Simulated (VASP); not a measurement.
# CuPd (R-3m) in VASP: single point with LDA

Aim: the single point of CuPd with LDA.

Everything below comes from runs of VASP 6.6.1. Logs are shortened: lines on timing, memory, paths and dates and some standing lists are left out, and cuts for length are marked.

## 1. Starting point

Symmetry: R-3m, No. 166, trigonal system. The conventional cell has a = 2.709 Å, b = 2.709 Å, c = 12.657 Å, α = 90.00°, β = 90.00°, γ = 120.00°. Cu (site symmetry -3m) has 6 Pd at 2.63 Å and 6 Cu at 2.71 Å as nearest neighbours. Pd (site symmetry -3m) has 6 Cu at 2.63 Å and 6 Pd at 2.71 Å as nearest neighbours.

The cell comes from a database or a generator and needn't be the stable form of this composition.

## 2. Single point, LDA

The input, INCAR:

```
SYSTEM = CuPd
  PREC = Accurate
  ENCUT = 520
  EDIFF = 1E-6
  ISMEAR = 0
  SIGMA = 0.1
  LREAL = .False.
  LASPH = .True.
  NELM = 60
  ALGO = Fast
  ISIF = 2
  LWAVE = .False.
  LCHARG = .False.
  GGA = CA
  NBANDS = 18
```

The input, KPOINTS:

```
Automatic mesh
0
Gamma
  9 9 9
  0 0 0
```

The input, POSCAR:

```
CuPd
1.0
    1.3545766024      0.7820651661      4.2189548006
   -1.3545766024      0.7820651661      4.2189548006
    0.0000000000     -1.5641303321      4.2189548006
Cu Pd
1 1
Direct
    0.0000000000      0.0000000000      0.0000000000
    0.5000000000      0.5000000000      0.5000000000
```

Potentials or basis: VASP PAW LDA potentials, release 64 (Cu, Pd).

Launch:

```
$ cat potpaw_LDA.64/Cu/POTCAR potpaw_LDA.64/Pd/POTCAR > POTCAR
$ mpirun -np 1 vasp_std > vasp.out
```

OUTCAR:

```text
SYSTEM = CuPd
   PREC = Accurate
   ENCUT = 520
   EDIFF = 1E-6
   ISMEAR = 0
   LREAL = .False.
   LASPH = .True.
   NELM = 60
   ISIF = 2
   GGA = CA

 ion  position               nearest neighbor table
   1  0.000  0.000  0.000-   2 2.63   2 2.63   2 2.63   2 2.63   2 2.63   2 2.63
   2  0.500  0.500  0.500-   1 2.63   1 2.63   1 2.63   1 2.63   1 2.63   1 2.63

  LATTYP: Found a trigonal (rhomboedric) cell.
 ALAT       =     4.4995647907
 COS(alpha) =     0.8187424457

  Lattice vectors:

 A1 = (   1.3545766024,   0.7820651661,   4.2189548006)
 A2 = (  -1.3545766024,   0.7820651661,   4.2189548006)
 A3 = (   0.0000000000,  -1.5641303321,   4.2189548006)

Analysis of symmetry for initial positions (statically):
=====================================================================
 Subroutine PRICEL returns:
 Original cell was already a primitive cell.

 Routine SETGRP: Setting up the symmetry group for a
 trigonal (rhombohedral) supercell.

 Subroutine GETGRP returns: Found 12 space group operations
 (whereof 12 operations were pure point group operations)
 out of a pool of 12 trial point group operations.

The static configuration has the point symmetry D_3d.

Analysis of symmetry for dynamics (positions and initial velocities):
=====================================================================
 Subroutine PRICEL returns:
 Original cell was already a primitive cell.

 Routine SETGRP: Setting up the symmetry group for a
 trigonal (rhombohedral) supercell.

 Subroutine GETGRP returns: Found 12 space group operations
 (whereof 12 operations were pure point group operations)
 out of a pool of 12 trial point group operations.

The dynamic configuration has the point symmetry D_3d.

 Subroutine INISYM returns: Found 12 space group operations
 (whereof 12 operations are pure point group operations),
 and found     1 'primitive' translations

----------------------------------------------------------------------------------------

                                     Primitive cell

  volume of cell :      26.8165

  direct lattice vectors                    reciprocal lattice vectors
     1.354576602  0.782065166  4.218954801     0.369119029  0.213110971  0.079008510
    -1.354576602  0.782065166  4.218954801    -0.369119029  0.213110971  0.079008510
     0.000000000 -1.564130332  4.218954801     0.000000000 -0.426221941  0.079008510

  length of vectors
     4.499564791  4.499564791  4.499564791     0.433482973  0.433482973  0.433482973

  position of ions in fractional coordinates (direct lattice)
     0.000000000  0.000000000  0.000000000
     0.500000000  0.500000000  0.500000000

  ion indices of the primitive-cell ions
   primitive index   ion index
                 1           1
                 2           2

----------------------------------------------------------------------------------------

 KPOINTS: Automatic mesh

Automatic generation of k-mesh.
 Grid dimensions read from file:
 generate k-points for:    9    9    9

 Generating k-lattice:

  Cartesian coordinates                     Fractional coordinates (reciprocal lattice)
     0.041013225  0.023678997  0.008778723     0.111111111 -0.000000000  0.000000000
    -0.041013225  0.023678997  0.008778723    -0.000000000  0.111111111  0.000000000
     0.000000000 -0.047357993  0.008778723     0.000000000  0.000000000  0.111111111

  Length of vectors
     0.048164775  0.048164775  0.048164775

  Shift w.r.t. Gamma in fractional coordinates (k-lattice)
     0.000000000  0.000000000  0.000000000

 Subroutine IBZKPT returns following result:
 ===========================================

 Found     85 irreducible k-points:

 Following reciprocal coordinates:
            Coordinates               Weight
  0.000000  0.000000  0.000000      1.000000
  0.111111  0.000000 -0.000000      6.000000
  0.222222  0.000000  0.000000      6.000000
  0.333333 -0.000000 -0.000000      6.000000
  0.444444  0.000000  0.000000      6.000000
  0.111111  0.111111 -0.000000      6.000000
[... 16 lines left out ...]
 -0.333333  0.333333  0.000000      6.000000
  0.444444  0.444444  0.000000      6.000000
 [... further k-points ...]
   k-points           NKPTS =     85   k-points in BZ     NKDIM =     85   number of bands    NBANDS=     18
   number of dos      NEDOS =    301   number of ions     NIONS =      2
   total plane-waves  NPLWV =  46656
   dimension x,y,z NGX =    36 NGY =   36 NGZ =   36
   dimension x,y,z NGXF=    72 NGYF=   72 NGZF=   72
   ions per type =               1   1
   NGX,Y,Z   is equivalent  to a cutoff of  13.30, 13.30, 13.30 a.u.
   NGXF,Y,Z  is equivalent  to a cutoff of  26.60, 26.60, 26.60 a.u.
 SYSTEM =  CuPd
   PREC   = accura    normal or accurate (medium, high low for compatibility)
   ISTART =      0    job   : 0-new  1-cont  2-samecut
   ICHARG =      2    charge: 1-file 2-atom 10-const
   ISPIN  =      1    spin polarized calculation?
   LNONCOLLINEAR =      F non collinear calculations
   LSORBIT =      F    spin-orbit coupling
   LASPH  =      T    aspherical Exc in radial PAW
   ENCUT  =  520.0 eV  38.22 Ry    6.18 a.u.   8.37  8.37  8.37*2*pi/ulx,y,z
   NELM   =     60;   NELMIN=  2; NELMDL= -5     # of ELM steps
   EDIFF  = 0.1E-05   stopping-criterion for ELM
   LREAL  =      F    real-space projection
   EDIFFG = 0.1E-04   stopping-criterion for IOM
   NSW    =      0    number of steps for IOM
   IBRION =     -1    ionic relax: 0-MD 1-quasi-New 2-CG
   NFREE  =      0    steps in history (QN), initial steepest desc. (CG)
   ISIF   =      2    stress and relaxation
   ISYM   =      2    0-nonsym 1-usesym 2-fastsym
   POTIM  = 0.5000    time-step for ionic-motion
   TEBEG  =    0.0;   TEEND  =   0.0 temperature during run
   PSTRESS=    0.0 pullay stress
   NELECT =      21.0000    total number of electrons
   NUPDOWN=      -1.0000    fix difference up-down
   EMIN   =  10.00;   EMAX   =-10.00  energy-range for DOS
   EFERMI =   0.00;   METHOD = LEGACY
   ISMEAR =     0;   SIGMA  =   0.10  broadening in eV -4-tet -1-fermi 0-gaus
   EFERMI_NEDOS =   21; number of points for ismear=-14 and -15
   IALGO  =     68    algorithm
   IMIX   =      4    mixing-type and parameters
     AMIX     =   0.40;   BMIX     =  1.00
     AMIX_MAG =   1.60;   BMIX_MAG =  1.00
  volume/ion in A,a.u.               =      13.41        90.48
  Fermi-wavevector in a.u.,A,eV,Ry     =   1.508969  2.851538 30.980304  2.276988
  Thomas-Fermi vector in A             =   2.619353
   LORBIT       =      0    0 simple, 1 ext, 2 COOP (PROOUT), +10 PAW based schemes
   GGA     = CA    functional components
   LHFCALC =     F    Hartree Fock is set to
   AEXX    =    0.0000 exact exchange contribution
   IVDW    =     0    specifies the selected vdW correction
   LEPSILON=     F    determine dielectric tensor
   LRPA    =     F    only Hartree local field effects (RPA)
 non-spin polarized calculation
 RMM-DIIS sequential band-by-band and
 Gauss-broadening in eV      SIGMA  =   0.10
  energy-cutoff  :      520.00
  volume of cell :       26.82
 maximum number of plane-waves:       733
 NGX is ok and might be reduce to    36
   NGX = 17   NGY = 17   NGZ = 17

 number of electron      21.0000004 magnetization

 Free energy of the ion-electron system (eV)
  ---------------------------------------------------
  ext. energy  EPLUGINS =         0.00000000
  ---------------------------------------------------
  free energy    TOTEN  =       -11.35289722 eV

  energy without entropy =      -11.34767938  energy(sigma->0) =      -11.35028830

 E-fermi :   8.3857     XC(G=0): -13.2534

 val. band max:        8.3774052748   @ k =  -0.3333   0.1111   0.1111
 cond. band min:       8.3884148232   @ k =  -0.2222   0.2222   0.2222
 fundamental gap:      0.0110095485
 Fermi energy:         8.3856968311

 k-point     1 :       0.0000    0.0000    0.0000
  band No.  band energies     occupation
      1       0.3161      2.00000
      2       3.2262      2.00000
      3       5.3124      2.00000
      4       5.3124      2.00000
      5       5.7701      2.00000
      6       5.7701      2.00000
[... 10 lines left out ...]
     17      28.1736      0.00000
     18      32.2365      0.00000

 k-point     2 :       0.1111    0.0000   -0.0000
  band No.  band energies     occupation
      1       0.7041      2.00000
      2       3.4997      2.00000
      3       5.1489      2.00000
      4       5.5267      2.00000
      5       5.6168      2.00000
      6       5.8655      2.00000
[... 10 lines left out ...]
     17      27.7696      0.00000
     18      29.9434      0.00000

 k-point     3 :       0.2222    0.0000    0.0000
  band No.  band energies     occupation
      1       1.7693      2.00000
      2       4.0277      2.00000
      3       4.9381      2.00000
      4       5.1365      2.00000
      5       5.9176      2.00000
      6       5.9999      2.00000
[... 10 lines left out ...]
     17      26.7256      0.00000
     18      28.6883      0.00000

 k-point     4 :       0.3333   -0.0000   -0.0000
  band No.  band energies     occupation
      1       3.0448      2.00000
      2       4.0075      2.00000
      3       4.5776      2.00000
      4       5.3563      2.00000
      5       5.6704      2.00000
      6       5.9515      2.00000
[... 375 lines left out ...]
      4       5.0479      2.00000
      5       5.7841      2.00000
      6       6.3159      2.00000
[... 10 lines left out ...]
     17      24.2261      0.00000
     18      25.3177      0.00000

 k-point    23 :      -0.3333    0.3333    0.0000
  band No.  band energies     occupation
      1       4.1533      2.00000
      2       4.5509      2.00000
      3       4.7133      2.00000
      4       4.7827      2.00000
      5       5.2068      2.00000
      6       5.8654      2.00000
[... 10 lines left out ...]
     17      21.7261      0.00000
     18      25.9914      0.00000

 k-point    24 :       0.4444    0.4444    0.0000
  band No.  band energies     occupation
      1       2.9129      2.00000
      2       3.2979      2.00000
      3       4.1664      2.00000
      4       5.5283      2.00000
      5       5.9560      2.00000
      6       7.0606      2.00000
[... 10 lines left out ...]
     17      26.9535      0.00000
     18      27.3676      0.00000

 [... further k-points ...]

------------------------ aborting loop because EDIFF is reached ----------------------------------------

  FORCE on cell =-STRESS in cart. coord.  units (eV):
  Direction    XX          YY          ZZ          XY          YZ          ZX
  --------------------------------------------------------------------------------------
  -------------------------------------------------------------------------------------
  Total       -1.5870826     -1.5870826     -1.3424180      0.0000000     -0.0000000      0.0000000
  in kB      -94.8216418    -94.8216418    -80.2039401      0.0000000     -0.0000000      0.0000000
  external PRESSURE =     -89.9490746 kB  Pullay stress =       0.0000000 kB

 VOLUME and BASIS-vectors are now :
 -----------------------------------------------------------------------------
  energy-cutoff  :      520.00
  volume of cell :       26.82
      direct lattice vectors                 reciprocal lattice vectors
     1.354576602  0.782065166  4.218954801     0.369119029  0.213110971  0.079008510
    -1.354576602  0.782065166  4.218954801    -0.369119029  0.213110971  0.079008510
     0.000000000 -1.564130332  4.218954801     0.000000000 -0.426221941  0.079008510

 POSITION                                       TOTAL-FORCE (eV/Angst)
 -----------------------------------------------------------------------------------
      0.00000      0.00000      0.00000         0.000000      0.000000      0.000000
      0.00000      0.00000      6.32843        -0.000000      0.000000     -0.000000
 -----------------------------------------------------------------------------------
    total drift:                                0.000000     -0.000000      0.000000

  FREE ENERGIE OF THE ION-ELECTRON SYSTEM (eV)
  ---------------------------------------------------
  free  energy   TOTEN  =       -11.3528972203 eV

  energy  without entropy=      -11.3476793785  energy(sigma->0) =      -11.35028830
```

Wall time 80 s (1 thread of AMD EPYC 9R45 (Zen 5), shared host); peak memory 0.18 GiB.

Results:

- Free energy: -11.3529 eV
- Pressure: -9.0 GPa
- Band gap on the k mesh: none (metal or under the smearing width)
